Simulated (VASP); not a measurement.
OSZICAR of a VASP run on NSi64:

File OSZICAR:
```
       N       E                     dE             d eps       ncg     rms          rms(c)
DAV:   1     0.119813696103E+04    0.11981E+04   -0.97994E+04   656   0.113E+03
DAV:   2    -0.201794245030E+03   -0.13999E+04   -0.13245E+04   884   0.206E+02
DAV:   3    -0.350062819723E+03   -0.14827E+03   -0.14418E+03   816   0.622E+01
DAV:   4    -0.354264493339E+03   -0.42017E+01   -0.41750E+01   760   0.128E+01
DAV:   5    -0.354376759800E+03   -0.11227E+00   -0.11193E+00   808   0.220E+00    0.287E+01
RMM:   6    -0.348258255519E+03    0.61185E+01   -0.15024E+01   658   0.485E+00    0.173E+01
RMM:   7    -0.346716558232E+03    0.15417E+01   -0.41048E+00   656   0.340E+00    0.840E+00
RMM:   8    -0.346220732688E+03    0.49583E+00   -0.20814E+00   662   0.234E+00    0.100E+00
RMM:   9    -0.346265740012E+03   -0.45007E-01   -0.51803E-01   681   0.114E+00    0.770E-01
RMM:  10    -0.346271405629E+03   -0.56656E-02   -0.66005E-02   660   0.547E-01    0.493E-01
RMM:  11    -0.346276002599E+03   -0.45970E-02   -0.18262E-02   661   0.271E-01    0.280E-01
RMM:  12    -0.346277492464E+03   -0.14899E-02   -0.62263E-03   677   0.155E-01    0.118E-01
RMM:  13    -0.346277917618E+03   -0.42515E-03   -0.14247E-03   684   0.820E-02    0.550E-02
RMM:  14    -0.346277952550E+03   -0.34932E-04   -0.41444E-04   666   0.428E-02    0.188E-02
RMM:  15    -0.346277965634E+03   -0.13084E-04   -0.12443E-04   641   0.212E-02    0.122E-02
RMM:  16    -0.346277965927E+03   -0.29352E-06   -0.15891E-05   404   0.850E-03
   1 F= -.34627797E+03 E0= -.34626397E+03  d E =-.346278E+03  mag=     1.0000
       N       E                     dE             d eps       ncg     rms          rms(c)
DAV:   1    -0.346278519178E+03   -0.55354E-03   -0.13608E-02   772   0.236E-01    0.514E-02
RMM:   2    -0.346278576018E+03   -0.56840E-04   -0.69776E-04   656   0.566E-02    0.204E-02
RMM:   3    -0.346278582070E+03   -0.60518E-05   -0.11284E-04   668   0.252E-02    0.110E-02
RMM:   4    -0.346278582539E+03   -0.46971E-06   -0.20024E-05   402   0.112E-02
   2 F= -.34627858E+03 E0= -.34626458E+03  d E =-.616612E-03  mag=     1.0000
```

Problem. Which electronic solver shows in the log?

Solution. It is blocked Davidson (ALGO = Normal, or the opening steps of other solvers) and then RMM-DIIS (ALGO = Fast or VeryFast). The INCAR had ALGO = Fast.

Problem. How was spin treated?

Solution. Collinear spin (ISPIN = 2): the summary line carries one mag value, 1.00 μB in the cell.

Problem. Can the final energy be trusted as converged?

Solution. The run converged. It stopped with EDIFF = 1E-5, NELM = 100, NSW = 120 and EDIFFG = -0.03 after 2 ionic steps (PBE GGA, plane waves, VASP's PBE PAW potentials (set 64)).  The supercell is sampled at Γ alone, which is coarse: total energies, pressure and levels can be off, energies of defects by several tenths of an eV.

The cell is a supercell with a defect, built from Si (diamond): N_i. The total moment is imposed (NUPDOWN), so this need not be the lowest spin state.
